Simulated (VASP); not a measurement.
Output of a VASP run:

**OSZICAR**
```
...
DAV:   3    -0.105161696296E+02    0.10138E-01   -0.23006E-02  1845   0.863E-01    0.194E-01
DAV:   4    -0.105156582411E+02    0.51139E-03   -0.29468E-03  2025   0.330E-01    0.100E-01
DAV:   5    -0.105156972307E+02   -0.38990E-04   -0.10344E-04  1860   0.750E-02    0.326E-02
DAV:   6    -0.105157053762E+02   -0.81455E-05   -0.17126E-05  2000   0.282E-02    0.779E-03
DAV:   7    -0.105157054361E+02   -0.59846E-07   -0.14754E-06  1310   0.843E-03
   8 F= -.10515705E+02 E0= -.10515705E+02  d E =-.857794E-02
       N       E                     dE             d eps       ncg     rms          rms(c)
DAV:   1    -0.105197562929E+02   -0.40509E-02   -0.37608E-01  1690   0.361E+00    0.400E-01
DAV:   2    -0.105174724217E+02    0.22839E-02   -0.14928E-02  1930   0.809E-01    0.174E-01
DAV:   3    -0.105163266023E+02    0.11458E-02   -0.22265E-03  1875   0.266E-01    0.751E-02
DAV:   4    -0.105162239830E+02    0.10262E-03   -0.43363E-04  1940   0.123E-01    0.318E-02
DAV:   5    -0.105162296008E+02   -0.56178E-05   -0.13539E-05  1895   0.269E-02    0.974E-03
DAV:   6    -0.105162309117E+02   -0.13109E-05   -0.18060E-06  1798   0.914E-03    0.243E-03
DAV:   7    -0.105162311430E+02   -0.23129E-06   -0.15648E-07   865   0.280E-03
   9 F= -.10516231E+02 E0= -.10516231E+02  d E =-.910365E-02
       N       E                     dE             d eps       ncg     rms          rms(c)
DAV:   1    -0.105162613905E+02   -0.30479E-04   -0.29414E-03  1690   0.320E-01    0.349E-02
DAV:   2    -0.105162439742E+02    0.17416E-04   -0.11610E-04  1935   0.713E-02    0.152E-02
DAV:   3    -0.105162349783E+02    0.89958E-05   -0.18165E-05  1870   0.240E-02    0.640E-03
DAV:   4    -0.105162341781E+02    0.80019E-06   -0.31837E-06  1725   0.106E-02
  10 F= -.10516234E+02 E0= -.10516234E+02  d E =-.910668E-02
       N       E                     dE             d eps       ncg     rms          rms(c)
DAV:   1    -0.105165737259E+02   -0.33875E-03   -0.80227E-03  1690   0.529E-01    0.664E-02
DAV:   2    -0.105164072477E+02    0.16648E-03   -0.30593E-04  1855   0.108E-01    0.362E-02
DAV:   3    -0.105163472093E+02    0.60038E-04   -0.19677E-04  1695   0.766E-02    0.109E-02
DAV:   4    -0.105163472133E+02   -0.39646E-08   -0.27878E-06  2042   0.116E-02
  11 F= -.10516347E+02 E0= -.10516347E+02  d E =-.113035E-03
       N       E                     dE             d eps       ncg     rms          rms(c)
DAV:   1    -0.105178053640E+02   -0.14582E-02   -0.48628E-02  1690   0.130E+00    0.163E-01
DAV:   2    -0.105167917430E+02    0.10136E-02   -0.18569E-03  1855   0.267E-01    0.890E-02
DAV:   3    -0.105164320630E+02    0.35968E-03   -0.11939E-03  1695   0.188E-01    0.266E-02
DAV:   4    -0.105164329866E+02   -0.92359E-06   -0.16839E-05  2050   0.286E-02    0.175E-02
DAV:   5    -0.105164338879E+02   -0.90130E-06   -0.50865E-06  1865   0.147E-02
  12 F= -.10516434E+02 E0= -.10516434E+02  d E =-.199710E-03
       N       E                     dE             d eps       ncg     rms          rms(c)
DAV:   1    -0.105164973101E+02   -0.64324E-04   -0.21335E-03  1690   0.273E-01    0.342E-02
DAV:   2    -0.105164530113E+02    0.44299E-04   -0.81397E-05  1850   0.560E-02    0.185E-02
DAV:   3    -0.105164383079E+02    0.14703E-04   -0.51349E-05  1700   0.391E-02    0.550E-03
DAV:   4    -0.105164385079E+02   -0.20002E-06   -0.69050E-07  1175   0.595E-03
  13 F= -.10516439E+02 E0= -.10516439E+02  d E =-.204330E-03
```

**OUTCAR**
```
------------------------ aborting loop because EDIFF is reached ----------------------------------------
  FORCE on cell =-STRESS in cart. coord.  units (eV):
  Direction    XX          YY          ZZ          XY          YZ          ZX
  --------------------------------------------------------------------------------------
  Total       -0.0220174     -0.0220174      0.0265306      0.0000000      0.0000000      0.0000000
  in kB       -0.4240135     -0.4240137      0.5109280      0.0000000      0.0000000      0.0000000
  external PRESSURE =      -0.1123664 kB  Pullay stress =       0.0000000 kB
  volume of cell :       83.20
      direct lattice vectors                 reciprocal lattice vectors
     4.357295250  0.000000000  0.000000000     0.229500170  0.132501953 -0.000000000
    -2.178647625  3.773529291 -0.000000000     0.000000000  0.265003906 -0.000000000
     0.000000000  0.000000000  5.059790407    -0.000000000  0.000000000  0.197636645
 POSITION                                       TOTAL-FORCE (eV/Angst)
 -----------------------------------------------------------------------------------
      0.99954      0.00000      1.68660        -0.009793      0.000000     -0.000000
     -0.49977      0.86563      3.37320         0.004896     -0.008481      0.000000
      1.67888      2.90790      0.00000         0.004896      0.008481      0.000000
 -----------------------------------------------------------------------------------
    total drift:                                0.000279     -0.000403      0.000008
  FREE ENERGIE OF THE ION-ELECTRON SYSTEM (eV)
  ---------------------------------------------------
  free  energy   TOTEN  =       -10.5164385079 eV

  energy  without entropy=      -10.5164385079  energy(sigma->0) =      -10.51643851

 reached required accuracy - stopping structural energy minimisation
```
(Selected blocks of OUTCAR.)

POSCAR:
```
Se
1
    4.5426600000     0.0000000000     0.0000000000
   -2.2713300000     3.9340600000     0.0000000000
    0.0000000000     0.0000000000     5.0206220000
Se
3
Direct
  0.2178900000   0.0000000000   0.3333330000
  0.0000000000   0.2178900000   0.6666670000
  0.7821100000   0.7821100000   0.0000000000
```

**Question.** Write an INCAR and KPOINTS that could have produced this output.

**Answer.** This is not unique; one that fits is the input of the run itself, PBE GGA, plane waves, VASP's PBE PAW potentials (set 64).

### INCAR
```
! general
SYSTEM   =  Se
PREC     =  Accurate
ENCUT    =  210   ! plane-wave cut-off (eV)
LREAL    =  F   ! projection in real space or not
LASPH    =  T   ! aspherical one-centre terms

! electronic loop
EDIFF    =  1E-6   ! SCF stop (eV)
NELM     =  100   ! most electronic steps
ALGO     =  Normal   ! blocked Davidson
LMAXMIX  =  4

! smearing
ISMEAR   =  0
SIGMA    =  0.01   ! width (eV)

! functional
GGA      =  PE   ! PBE

! ions
IBRION   =  2   ! conjugate gradients
NSW      =  50   ! most ionic steps
ISIF     =  3
EDIFFG   =  -0.01   ! ionic stop

! output
LWAVE    =  F
LCHARG   =  F
```

KPOINTS:
```
Automatic mesh
0
Gamma
8 8 8
0 0 0
```

POTCAR, in this order: Se (PBE.64 set). Program: vasp_std.

At this cut-off the stress carries a Pulay error, which pulls relaxed volumes low.  Energy and stress use the plane-wave basis of the starting cell.

The structure comes from a computed database's Se entry; how it stands against other phases isn't given here. This run relaxes it. Symmetry was kept, so distortions that lower it aren't found. The run is one of a series of settings (EDIFFG = -0.01, ENCUT = 210, IBRION = 2, ISIF = 3, NSW = 50, KPOINTS 8×8×8 Γ-centred mesh against the base run), some of them coarse on purpose.
